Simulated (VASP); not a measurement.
Calculation: PBE GGA with spin-orbit coupling, VASP's PBE PAW potentials (set 64) (plane waves; VASP 6.6.1).

Input for VASP

### INCAR
```
LWAVE=F
ENCUT=400   # plane-wave cut-off (eV)
EDIFF=1E-6
ISMEAR=1   # Methfessel-Paxton
SYSTEM=FePt
LREAL=F
LMAXMIX=6   # l cut-off of mixed one-centre charges
ALGO=Normal
LASPH=T   # aspherical one-centre terms
ISIF=2
GGA_COMPAT=F
LCHARG=F
LSORBIT=T
LORBIT=10
PREC=Accurate
SIGMA=0.1   # width (eV)
MAGMOM=0 0 3.0 0 0 0.0
NELM=100   # most electronic steps
GGA=PE   # PBE
```

POSCAR:
```
FePt
1.0
  2.7200000000   0.0000000000   0.0000000000
  0.0000000000   2.7200000000   0.0000000000
  0.0000000000   0.0000000000   3.7100000000
Fe Pt
1 1
Cart
  0.0000000000   0.0000000000   0.0000000000
  1.3600000000   1.3600000000   1.8550000000
```

### KPOINTS
```
Automatic mesh
0
Gamma
10 10 8
0 0 0
```

POTCAR, in this order: Fe Pt (PBE.64 set). Program: vasp_ncl.

The run wrote:

OSZICAR:
```
       N       E                     dE             d eps       ncg     rms          rms(c)
DAV:   1     0.117657988950E+03    0.11766E+03   -0.69327E+03  8332   0.112E+03
DAV:   2    -0.931592729126E+01   -0.12697E+03   -0.11590E+03  8298   0.279E+02
DAV:   3    -0.164389446962E+02   -0.71230E+01   -0.67045E+01  9408   0.801E+01
DAV:   4    -0.165646730248E+02   -0.12573E+00   -0.12535E+00  9410   0.101E+01
DAV:   5    -0.165689316162E+02   -0.42586E-02   -0.42582E-02 10120   0.188E+00    0.178E+01
DAV:   6    -0.176731530466E+02   -0.11042E+01   -0.99944E+00 10172   0.861E+01    0.238E+01
DAV:   7    -0.153014003978E+02    0.23718E+01   -0.17075E+01 10618   0.859E+01    0.925E+00
DAV:   8    -0.152738406916E+02    0.27560E-01   -0.53724E-01 10552   0.123E+01    0.462E+00
DAV:   9    -0.151853628030E+02    0.88478E-01   -0.10384E-01 12324   0.799E+00    0.230E+00
DAV:  10    -0.151651227145E+02    0.20240E-01   -0.79690E-02 12388   0.631E+00    0.719E-01
DAV:  11    -0.151652837354E+02   -0.16102E-03   -0.36246E-02  8630   0.220E+00    0.359E-01
DAV:  12    -0.151660252095E+02   -0.74147E-03   -0.30662E-02  8464   0.156E+00    0.180E-01
DAV:  13    -0.151666904298E+02   -0.66522E-03   -0.40576E-02  8454   0.173E+00    0.115E-01
DAV:  14    -0.151664865787E+02    0.20385E-03   -0.41971E-02  8392   0.172E+00    0.681E-02
DAV:  15    -0.151666874882E+02   -0.20091E-03   -0.39166E-02  8332   0.168E+00    0.654E-02
DAV:  16    -0.151664697276E+02    0.21776E-03   -0.28175E-02  8232   0.153E+00    0.639E-02
DAV:  17    -0.151664622894E+02    0.74381E-05   -0.23776E-02  8384   0.130E+00    0.683E-02
DAV:  18    -0.151659671703E+02    0.49512E-03   -0.18868E-02  8296   0.126E+00    0.365E-02
DAV:  19    -0.151659033991E+02    0.63771E-04   -0.12999E-02  8274   0.108E+00    0.407E-02
DAV:  20    -0.151656895821E+02    0.21382E-03   -0.46681E-03  8286   0.668E-01    0.283E-02
DAV:  21    -0.151656968086E+02   -0.72265E-05   -0.63449E-03  8328   0.717E-01    0.321E-02
DAV:  22    -0.151655781824E+02    0.11863E-03   -0.46159E-03  8326   0.579E-01    0.256E-02
DAV:  23    -0.151655853749E+02   -0.71925E-05   -0.29765E-03  8302   0.511E-01    0.205E-02
DAV:  24    -0.151654673924E+02    0.11798E-03   -0.24449E-03  8290   0.444E-01    0.167E-02
DAV:  25    -0.151654409965E+02    0.26396E-04   -0.18921E-03  8314   0.404E-01    0.123E-02
DAV:  26    -0.151654039790E+02    0.37017E-04   -0.12496E-03  8346   0.346E-01    0.895E-03
DAV:  27    -0.151654032774E+02    0.70158E-06   -0.96999E-04  8304   0.317E-01    0.863E-03
DAV:  28    -0.151653824109E+02    0.20867E-04   -0.38999E-04  8250   0.198E-01    0.486E-03
DAV:  29    -0.151653824667E+02   -0.55808E-07   -0.33627E-04  8346   0.183E-01    0.499E-03
DAV:  30    -0.151653759014E+02    0.65653E-05   -0.22065E-04  8328   0.146E-01    0.370E-03
DAV:  31    -0.151653747769E+02    0.11245E-05   -0.15535E-04  8418   0.128E-01    0.349E-03
DAV:  32    -0.151653715061E+02    0.32708E-05   -0.78130E-05  8256   0.934E-02    0.242E-03
DAV:  33    -0.151653709713E+02    0.53484E-06   -0.57907E-05  8292   0.768E-02    0.197E-03
DAV:  34    -0.151653705707E+02    0.40058E-06   -0.26517E-05  8502   0.533E-02    0.251E-03
DAV:  35    -0.151653696994E+02    0.87136E-06   -0.15646E-05  8436   0.375E-02    0.152E-03
DAV:  36    -0.151653697324E+02   -0.33007E-07   -0.17800E-05  8226   0.445E-02    0.161E-03
DAV:  37    -0.151653702082E+02   -0.47586E-06   -0.27733E-05  8214   0.539E-02    0.199E-03
DAV:  38    -0.151653690303E+02    0.11780E-05   -0.20066E-05  8208   0.466E-02    0.640E-04
DAV:  39    -0.151653688103E+02    0.21997E-06   -0.49141E-06  8232   0.253E-02
   1 F= -.15165369E+02 E0= -.15165403E+02  d E =0.103044E-03  mag=    -0.0000     0.0000     3.3134
```

OUTCAR:
```
------------------------ aborting loop because EDIFF is reached ----------------------------------------
  FORCE on cell =-STRESS in cart. coord.  units (eV):
  Direction    XX          YY          ZZ          XY          YZ          ZX
  --------------------------------------------------------------------------------------
  Total        0.6103053      0.6103053      0.8896298      0.0000007      0.0000000     -0.0000000
  in kB       35.6242734     35.6242734     51.9287903      0.0000395      0.0000000     -0.0000000
  external PRESSURE =      41.0591124 kB  Pullay stress =       0.0000000 kB
  volume of cell :       27.45
      direct lattice vectors                 reciprocal lattice vectors
     2.720000000  0.000000000  0.000000000     0.367647059  0.000000000  0.000000000
     0.000000000  2.720000000  0.000000000     0.000000000  0.367647059  0.000000000
     0.000000000  0.000000000  3.710000000     0.000000000  0.000000000  0.269541779
 POSITION                                       TOTAL-FORCE (eV/Angst)
 -----------------------------------------------------------------------------------
      0.00000      0.00000      0.00000         0.000000      0.000000      0.000000
      1.36000      1.36000      1.85500         0.000000      0.000000      0.000000
 -----------------------------------------------------------------------------------
    total drift:                                0.000000      0.000000      0.000000
  FREE ENERGIE OF THE ION-ELECTRON SYSTEM (eV)
  ---------------------------------------------------
  free  energy   TOTEN  =       -15.1653688103 eV

  energy  without entropy=      -15.1654718546  energy(sigma->0) =      -15.16540316

 total charge

# of ion       s       p       d       tot
------------------------------------------
    1        0.412   0.461   6.124   6.997
    2        0.720   0.692   8.034   9.446
--------------------------------------------------
tot          1.132   1.153  14.158  16.443

 magnetization (x)

# of ion       s       p       d       tot
------------------------------------------
    1        0.000   0.000   0.000   0.000
    2        0.000   0.000   0.000   0.000
--------------------------------------------------
tot          0.000   0.000   0.000   0.000

 magnetization (y)

# of ion       s       p       d       tot
------------------------------------------
    1       -0.000   0.000   0.000  -0.000
    2       -0.000   0.000  -0.000  -0.000
--------------------------------------------------
tot         -0.000   0.000   0.000  -0.000

 magnetization (z)

# of ion       s       p       d       tot
------------------------------------------
    1        0.006  -0.003   2.933   2.936
    2       -0.023  -0.061   0.432   0.348
--------------------------------------------------
tot         -0.017  -0.064   3.365   3.284

 Ion:    1  E_soc:     -0.0087693

 Ion:    2  E_soc:     -0.7246343
```
(Selected blocks of OUTCAR.)

### OUTCAR
```
 val. band max:        8.8013622145   @ k =   0.5000   0.0000   0.2500

 cond. band min:       8.8214118198   @ k =   0.1000   0.1000   0.1250


 Fermi energy:         8.8073428809

 k-point     1 :       0.0000    0.0000    0.0000
  band No.  band energies     occupation
      1      -0.8650      1.00000
      2      -0.7181      1.00000
      3       2.3171      1.00000
      4       2.4602      1.00000
      5       2.8467      1.00000
      6       2.8708      1.00000
      7       5.1769      1.00000
      8       5.4219      1.00000
      9       5.7402      1.00000
     10       5.9872      1.00000
     11       6.5260      1.00000
     12       6.7687      1.00000
     13       7.0099      1.00000
     14       7.7403      1.00000
     15       8.1527      1.00000
     16       8.1636      1.00000
     17       8.3009      1.00000
     18       8.7272      0.99042
     19       9.4499     -0.00000
     20      10.3646     -0.00000
     21      10.4942     -0.00000
     22      10.6066     -0.00000
     23      10.9944      0.00000
     24      11.1906      0.00000
     25      18.6382      0.00000
     26      19.4888      0.00000
     27      20.0273      0.00000
     28      20.3028      0.00000
     29      20.8441      0.00000
     30      21.1570      0.00000

 k-point     2 :       0.1000    0.0000    0.0000
  band No.  band energies     occupation
      1      -0.6059      1.00000
      2      -0.4578      1.00000
      3       2.4492      1.00000
      4       2.6356      1.00000
      5       2.9483      1.00000
      6       3.0777      1.00000
      7       5.1366      1.00000
      8       5.4374      1.00000
      9       5.7790      1.00000
     10       5.8816      1.00000
     11       6.4939      1.00000
     12       6.7042      1.00000
     13       6.9995      1.00000
     14       7.4954      1.00000
     15       7.7531      1.00000
     16       8.0771      1.00000
     17       8.1690      1.00000
     18       8.4648      1.00001
...
```

The compound is FePt in the L1_0 structure. The cell was not relaxed at this level.
